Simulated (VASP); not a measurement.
## Tc3Sn: energy against volume and a worked fit

```
Sn Tc
1.0
     0.00000    3.17219    3.17219
     3.17219    0.00000    3.17219
     3.17219    3.17219    0.00000
Sn Tc
1 3
Direct
  0.00000 0.00000 0.00000
  0.50000 0.50000 0.50000
  0.75000 0.75000 0.75000
  0.25000 0.25000 0.25000
```

The cell comes from a database or a generator and needn't be the stable form of this composition.

The cell was scaled at fixed shape and fractions and run with VASP, PBE PAW files Sn_d, Tc_pv, 520 eV; PBE, k mesh 7 × 7 × 7 on the cell of 4 atoms, fermi-dirac occupations of 0.05 eV, no spin polarisation, no spin-orbit coupling. Energies are those that the program minimises, any entropy of the smearing included. For a metal such a mesh isn't converged to the digits shown.

```csv
V (Å³/atom),energy over the lowest row (meV/atom)
15.0030,32.67
15.3222,?
15.6414,0.54
15.9606,0.00
16.2798,8.34
16.5990,24.56
16.9182,47.81
```

Q: Fit the third-order Birch-Murnaghan form, give V0, B0 and B′, and predict the energy left open.

A: With y = (V0/V)^(2/3), E = E0 + (9 V0 B0/16) [(y - 1)³ B′ + (y - 1)² (6 - 4y)]. Least squares through the rows shown give V0 = 15.8175 Å³/atom, E0 = -0.91 meV, B0 = 231.9 GPa (1 eV/Å³ = 160.218 GPa) and B′ = 4.74, with a largest miss of 0.02 meV. At V = 15.3222 the form with these constants gives 11.02 meV; the run gave 10.99 meV an atom.
